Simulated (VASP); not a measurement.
A convergence study with VASP on Ta (bcc): a few settings are varied, all else stays as given below, so the limit is that of these other settings. The cell's lengths are 1 % over those of the tabulated start, so it is off equilibrium.

```
Ta
1.0
   -1.66650     1.66650     1.66650
    1.66650    -1.66650     1.66650
    1.66650     1.66650    -1.66650
Ta
1
Direct
  0.00000   0.00000   0.00000
```

The numbers are results of PBE GGA, VASP's PBE PAW potentials (set 64) (plane waves; VASP), not measurements. The last row used: ADDGRID = .TRUE., 500 eV cut-off, 17×17×17 Γ-centred mesh, first-order Methfessel-Paxton smearing of 0.10 eV, potentials Ta_pv.

Unless said otherwise, spin-orbit coupling is left out, though it shifts the bands of the heavy elements here.

| setting | E (eV/atom) | pressure (GPa) | plane waves |
|---|---|---|---|
| ADDGRID = unset, ENCUT = 200, PREC = Low | -11.8118 | -6.50 | 135 |
| ADDGRID = unset, ENCUT = 200, PREC = Normal | -11.8119 | -6.37 | 135 |
| ADDGRID = .TRUE., ENCUT = 200, PREC = Normal | -11.8119 | -6.33 | 135 |
| ADDGRID = .TRUE., ENCUT = 200, PREC = Accurate | -11.8118 | -6.32 | 135 |
| ADDGRID = unset, ENCUT = 300, PREC = Low | -11.8066 | -3.12 | 236 |
| ADDGRID = unset, ENCUT = 300, PREC = Normal | -11.8067 | -2.97 | 236 |
| ADDGRID = .TRUE., ENCUT = 300, PREC = Normal | -11.8067 | -2.95 | 236 |
| ADDGRID = .TRUE., ENCUT = 300, PREC = Accurate | -11.8067 | -2.95 | 236 |
| ADDGRID = unset, ENCUT = 400, PREC = Low | -11.8110 | -2.58 | 366 |
| ADDGRID = unset, ENCUT = 400, PREC = Normal | -11.8110 | … | 366 |
| ADDGRID = .TRUE., ENCUT = 400, PREC = Normal | -11.8110 | -2.41 | 366 |
| ADDGRID = .TRUE., ENCUT = 400, PREC = Accurate | -11.8110 | -2.41 | 366 |
| ADDGRID = unset, ENCUT = 500, PREC = Low | … | … | 479 |
| ADDGRID = unset, ENCUT = 500, PREC = Normal | -11.8113 | -2.39 | 479 |
| ADDGRID = .TRUE., ENCUT = 500, PREC = Normal | -11.8113 | -2.39 | 479 |
| ADDGRID = .TRUE., ENCUT = 500, PREC = Accurate | -11.8113 | -2.39 | 479 |

Problem. What belongs in the gaps?

Solution. 
- ADDGRID = unset, ENCUT = 500, PREC = Low, E (eV/atom): -11.8112
- ADDGRID = unset, ENCUT = 500, PREC = Low, pressure (GPa): -2.48
- ADDGRID = unset, ENCUT = 400, PREC = Normal, pressure (GPa): -2.42

Left out are rungs that failed or repeat a setting and relaxations that didn't move; long series are thinned to 24 rows.

The compound is Ta in the bcc structure. The cell was not relaxed at this level.
